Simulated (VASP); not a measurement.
A VASP calculation is set up with these files.

### INCAR
```
LREAL = .FALSE.   ! projection in real space or not
ALGO = Normal   ! blocked Davidson
LCHARG = .FALSE.
EDIFF = 1E-6   ! SCF stop (eV)
NELM = 100
ISIF = 2   ! forces and stress, cell fixed
ISPIN = 2   ! spin-polarised
ISMEAR = 0
ENCUT = 400
LWAVE = .FALSE.
GGA = PE
SIGMA = 0.1
LMAXMIX = 6
MAGMOM = 1.0 0.0 0.0
PREC = Accurate
SYSTEM = CeO2
LASPH = .TRUE.   ! aspherical one-centre terms
LORBIT = 11   ! lm-projected
```

### POSCAR
```
CeO2
1
    1.5300000000     0.8833460000     5.9239330000
   -1.5300000000     0.8833460000     5.9239330000
    0.0000000000    -1.7666920000     5.9239330000
Ce O
1 2
Direct
  0.0040800000  -0.0089030000  -0.0111790000
  0.7538200000   0.7599890000   0.7617060000
  0.5754000000   0.5822130000   0.5827720000
```

### KPOINTS
```
Automatic mesh
0
Gamma
  6 6 6
```

POTCAR, in this order: Ce O (PBE.64 set). Program: vasp_std.

**Question.** Translate this PBE calculation to Ansatz.

**Answer.** One equivalent input (not run):
Ansatz 0.2 input:
```yaml
crystal:
  lattice:
    - [1.5300000, 0.8833460, 5.9239330]
    - [-1.5300000, 0.8833460, 5.9239330]
    - [0.0000000, -1.7666920, 5.9239330]
  atoms:
    - { symbol: Ce, position: [0.0040800, -0.0089030, -0.0111790], spin: 1 }
    - { symbol: O, position: [0.7538200, 0.7599890, 0.7617060] }
    - { symbol: O, position: [0.5754000, 0.5822130, 0.5827720] }
kpoints:
  mp_grid: { grid: [6, 6, 6] }
hamiltonian:
  xc: pbe
  pseudopotentials: { kind: paw }
magnetization: { spin_polarized: true }
scf:
  occupations: { method: gaussian, width: 0.1 }
  max_iter: 100
output: { forces: true, stress: true, eigenvalues: true }
```
The two are equivalent in intent, not identical: each code has its own PAW files, so the cut-off isn't converted (ENCUT is set for VASP's; basis.ecutwfc is left out, and Ansatz then takes the one that its files recommend); Ansatz stops its SCF on the density residual and VASP on the energy change (EDIFF).

The structure was generated: CeO2 was put into an ordered model structure, which need not be its known phase. The cell was not relaxed at this level, atoms are displaced from their ideal sites.
